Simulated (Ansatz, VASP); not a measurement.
# Si2W: VASP beside Ansatz, part 2 of 2

Aim: how closely do two programs agree when they are given the same cell, functional and k mesh? The cell is taken from a series of runs on this material, whose earlier steps may have relaxed, scaled, displaced or heated it; both programs get it as it stands.

VASP 6.6.1 and Ansatz 0.2.0.

So far: Set-up; VASP: zone-centre phonons, PBEsol.

## Step 3: Ansatz: zone-centre phonons, PBEsol

Level of this step: Ansatz beside VASP: Kohn-Sham DFT, plane waves, PBEsol (Ansatz).

Ansatz runs on its PAW soft_1 files.

The same cell, functional, mesh and smearing now go to Ansatz, which takes its cutoff from its data sets.

input.yaml reads:

```yaml
crystal:
  lattice:
    - [-1.5959072801, 1.5959072801, 3.9861175026]
    - [1.5959072801, -1.5959072801, 3.9861175026]
    - [1.5959072801, 1.5959072801, -3.9861175026]
  atoms:
    - { symbol: Si, position: [0.3349023322, 0.3349023322, 0.0] }
    - { symbol: Si, position: [0.6650976678, 0.6650976678, 0.0] }
    - { symbol: W, position: [0.0, 0.0, 0.0] }
kpoints:
  mp_grid: { grid: [20, 20, 20] }
hamiltonian:
  xc: pbesol
  pseudopotentials: { kind: paw, azcp: { folder: soft_1 }, xc_functional: pbe }
scf:
  occupations: { method: methfessel_paxton, width: 0.2 }
output:
  eigenvalues: true
phonons:
  method: dfpt
```

Command:

```
$ ansatz run input.yaml --threads 4 --pin off --max-ram 10240MiB --backend cpu --events-out ev --progress --plain --runs-dir out
```

Numbers of over 12 decimals in the logs are rounded to 6 here.

The log of the run:

```text
zone centre: on kpoints.mp_grid the ground state, and the responses unless they are solved on pairs of k-points, stand on 1166 of the mesh's 8000 k-points, reduced under 4 symmetry operations, with k and −k counted as one. Each operation leaves every solved displacement unchanged or reverses it
Engine: ansatz 0.2.0, aarch64-unknown-linux-gnu
Pseudopotentials: kind: paw
Pseudopotential: Si, paw, valence charge 4, recommended cutoff 420 eV (normal), soft_1/Si.paw.azcp
Pseudopotential: W, paw, valence charge 14, recommended cutoff 420 eV (normal), soft_1/W.paw.azcp
Functional definition: PBEsol
  exchange = pbesol_x
  correlation = pbesol_c
Crystal: 3 atoms, lattice volume = 40.609 Å³
Basis set: ecut = 420 eV, 793 PW (Γ), exchange–correlation on 64×64×64 points (8 copies of the dense FFT grid, shifted against one another)
Bands: 15, of which v1, the nominal top of the filled ones, is band 11 counted from 1 (10 counted from 0)
Symmetry: 16 space group operations
k-points: 1166 of 8000 (irreducible under 4 space group operations, time reversal used)
Non-local potential: Si, projectors of the file, l = 0: 2, l = 1: 2, l = 2: 1
Non-local potential: W, projectors of the file, l = 0: 3, l = 1: 2, l = 2: 2, l = 3: 1
PAW form: soft (Blöchl's): semilocal exchange-correlation on the pseudo side does not see the compensation charge
PAW frozen core: Si, regenerated for the run's functional, and the local potential with it (the file was generated under x = pbe(κ = 0.804, μ = 0.219515), c = pbe(β = 0.066725))
PAW frozen core: W, regenerated for the run's functional, and the local potential with it (the file was generated under x = pbe(κ = 0.804, μ = 0.219515), c = pbe(β = 0.066725))
PAW one-centre angular grid: Si, 110 points (default); XC on 64 Gauss nodes
PAW one-centre angular grid: W, 590 points (default); XC on 64 Gauss nodes
Initial density: superposition of atomic densities (chi_scale 0.1, normalization cell, long waves kept (reshape's long-wave potential 0.00 eV rms))
Initial wavefunctions: pseudopotential atomic-orbital guess
Functional: x = pbesol(κ = 0.804, μ = 0.123457), c = pbesol(β = 0.046)
SCF iter   1: F=—  HF=-11502.217083 eV  |F-HF|=—  |Δ(HF+E_count)|=         —  Δρ=4.92e-2  dr2=9.92e-1  ethr=3.10e-3  ⟨swp⟩=5.3  Hψ=101723  notcnv=0
preconditioner: auto → Kerker (q_TF=auto, 2.463 Å⁻¹)  [metal: Δε(μ)=0.014 eV  Ē_g=8.238 eV  σ=0.200 eV  W_gap=0.06  n_scr=10 (ndim 8)  ℏωp=21.8 eV  f_vac=0.000  D(μ)=0.37/eV (n_scr^D=0)]
SCF iter   2: F=—  HF=-11501.967431 eV  |F-HF|=—  |Δ(HF+E_count)|=   2.50e-1  S|Δr|=    0.00e0  Δρ=2.60e-2  dr2=2.13e-1  ethr=3.10e-3  ⟨swp⟩=2.2  Hψ=32498  notcnv=0
SCF iter   3: F=—  HF=-11501.892102 eV  |F-HF|=—  |Δ(HF+E_count)|=   7.53e-2  S|Δr|=    0.00e0  Δρ=6.84e-3  dr2=1.60e-2  ethr=9.69e-4  ⟨swp⟩=2.8  Hψ=31332  notcnv=0
SCF iter   4: F=—  HF=-11501.886190 eV  |F-HF|=—  |Δ(HF+E_count)|=   5.91e-3  S|Δr|=    0.00e0  Δρ=5.13e-4  dr2=5.45e-5  ethr=7.25e-5  ⟨swp⟩=2.5  Hψ=27283  notcnv=0
SCF iter   5: F=—  HF=-11501.886173 eV  |F-HF|=—  |Δ(HF+E_count)|=   1.71e-5  S|Δr|=    0.00e0  Δρ=6.08e-5  dr2=9.16e-7  ethr=2.48e-7  ⟨swp⟩=2.5  Hψ=28740  notcnv=0
SCF iter   6: F=—  HF=-11501.886175 eV  |F-HF|=—  |Δ(HF+E_count)|=   1.30e-6  S|Δr|=    0.00e0  Δρ=1.07e-5  dr2=3.98e-8  ethr=4.16e-9  ⟨swp⟩=2.3  Hψ=27912  notcnv=0
SCF iter   7: F=—  HF=-11501.886175 eV  |F-HF|=—  |Δ(HF+E_count)|=   3.76e-9  S|Δr|=    0.00e0  Δρ=1.60e-6  dr2=1.64e-9  ethr=1.81e-10  ⟨swp⟩=2.4  Hψ=24770  notcnv=0
SCF iter   8: F=—  HF=-11501.886175 eV  |F-HF|=—  |Δ(HF+E_count)|=  3.80e-10  S|Δr|=    0.00e0  Δρ=2.17e-7  dr2=1.98e-11  ethr=7.44e-12  ⟨swp⟩=2.1  Hψ=23940  notcnv=0
SCF iter   9: F=-11501.886175 eV  HF=-11501.886175 eV  |F-HF|=7.28e-12  |Δ(HF+E_count)|=  9.09e-12  S|Δr|=    0.00e0  Δρ=2.74e-8  dr2=3.86e-13  ethr=1.00e-12  ⟨swp⟩=5.3  Hψ=73792  notcnv=0
the search or the solves at the SCF's close seem to have found levels that the self-consistency loop had missed (the run counts 2). By its estimate they hold under 1e-12 electrons; where the run keeps them, the occupations were computed again with them
SCF 1 converged in 9 iterations: F = -11501.886175 eV  dr2 = 3.86e-13
  greatest PAW one-centre occupation: 0.999 electrons in one spin orbital (limit 2), on the W atom at site 2 (counted from 0), in its partial waves of l = 0
DFPT response loops at Γ: preconditioner auto → Kerker (q_TF=auto, 2.463 Å⁻¹) (partly filled bands, converged f_vac=0.000); β = 1.00, the filter's whole step (`scf.mixing.beta` (0.50) is not read by the response loops under this deck's `scf.mixing.preconditioner`; to damp them name `kerker` or `kerker_dos`, under which they read `scf.mixing.beta`, and type it under 1.00, their step now; both keys bind the ground state too); Broyden in place of MSR1
SCF converged after 9 iterations
Stability not checked: this state was not tested for a lower state beside it, because cold or Methfessel-Paxton smearing, or corrected tetrahedra, fill the levels in a way that the test cannot read (fill_not_monotonic; see scf.lower_state_search)
Free energy (F): -11501.886175 eV
Harris-Foulkes:  -11501.886175 eV  (|F-HF|=7.28e-12)
Internal energy: -11501.887469 eV  (E = F + TS)
E sigma→0 (E₀):  -11501.886498 eV
Entropy (-TS):   0.001295 eV (0.432 meV/atom)
Fermi energy:    16.513135 eV
--- Per-component energies (eV) ---
  E_band       = -85.524881
  E_kinetic    = 512.335405
  E_local      = -894.864638  (includes V_loc(G=0)·N_el)
  E_nonlocal   = 21.055856
  E_hartree    = 388.020380
  E_xc         = -382.303269
  E_vxc        = -332.818933  (∫ρ·V_xc dr)
  E_paw        = -9446.546468  (= ΣΔE_a)
  E_vpaw       = -167.273529  (= ΣTr[D̂ρ^β])
  E_aug_tail   = 0.000214  (compensation charges beyond the density's cutoff)
  E_ewald      = -1699.869929
  E_core_change = 0.284979  (= ΣΔE_core)
  E_smearing   = 0.001295  (= −TS)
  E_closure    = 0.000000  (closes the sum)
  Σ components = -11501.886175   (vs F -11501.886175, Δ=0.00e0)
--- Band table (eV; the first three rows and the last of 1166) ---
  k-point 0: bands = [... 7 lower, 13.1032, 13.7742, 13.7742, 17.2312, 19.3788, 19.4378, 19.7260, 19.7260]
  k-point 1: bands = [... 7 lower, 13.1240, 13.5498, 14.0028, 16.8074, 19.2269, 19.6890, 19.7823, 19.8159]
  k-point 2: bands = [... 7 lower, 12.9989, 13.1889, 14.3959, 15.8451, 18.9860, 19.9330, 20.0085, 20.2078]
  k-point 1165: bands = [... 7 lower, 13.9592, 15.8318, 15.8318, 15.9544, 15.9544, 17.3826, 20.5466, 21.1597]
--- Phonons (Γ-DFPT): 4 representative perturbations + reference, on 1166 of 8000 k-points (Σ response iterations 12) ---
  k mesh reduced under 4 symmetry operations, with k and −k counted as one. Each operation leaves every solved displacement unchanged or reverses it
  ASR residual: 6.749e-6 → 0.000e0 eV/Å²; symmetrization residual: 1.469e-6 eV/Å²
  ASR residual per site (eV/Å²): 6.75e-6 6.75e-6 3.70e-6
  Γ frequencies (cm⁻¹): 0.00 0.00 0.00 260.46 260.46 283.11 336.52 336.52 419.56
  non-analytic LO–TO correction: not included (Born effective charges unavailable; polar crystals: no LO–TO splitting at Γ)
```

## Step 4: Comparison

Known differences besides the potentials themselves: the data sets hold 22 valence electrons in Ansatz (on its PAW soft_1 files) and 14 in VASP; the cutoff is 420 eV in Ansatz and 600 eV in VASP; Ansatz makes its cores anew for this functional, VASP keeps those of its PBE data sets. Total energies have different zeros and are not compared.

Both answers:

```csv
quantity,Ansatz,VASP,difference
optical mode 1 to 2 (cm⁻¹),260.5,262.4,-0.74 %
optical mode 3 (cm⁻¹),283.1,284.7,-0.56 %
optical mode 4 to 5 (cm⁻¹),336.5,338.5,-0.59 %
optical mode 6 (cm⁻¹),419.6,422.3,-0.66 %
```

Modes are paired by rising frequency, not by their patterns, so a pair may set unlike modes beside each other; they are those without the splitting of longitudinal modes.

## Step 5: What came out

```
r.m.s. difference of the optical zone-centre modes, each program's sorted by frequency (zone-centre phonons, PBEsol) : 2.1 cm⁻¹
difference in optical mode 1 to 2 (zone-centre phonons, PBEsol)                                                      : -0.7 %
```

In words: The r.m.s. difference of the optical zone-centre modes, each program's sorted by frequency is 2.1 cm⁻¹ (zone-centre phonons, PBEsol). The data sets hold unlike numbers of valence electrons (22 in Ansatz and 14 in VASP), so part of the differences comes from the potentials. Among the rows given in per cent, the largest difference of the zone-centre phonons, PBEsol pair is in optical mode 1 to 2, -0.7 %. Such differences can come from data sets, numerical settings and the points named under the comparisons, not from the functional's error against experiment.

[Lines on the potential files, build, host, timing and source positions are cut from VASP's logs without a mark.]

[Logs are printed without paths, hosts, clocks, repeated set-up lines and the standing remarks that a program may print on its own settings, such as how far it seeks lower states.]

[Hosts, paths, dates, database ids (printed as entryN), source tags and the programs' standing remarks are cut or masked in the printed files.]
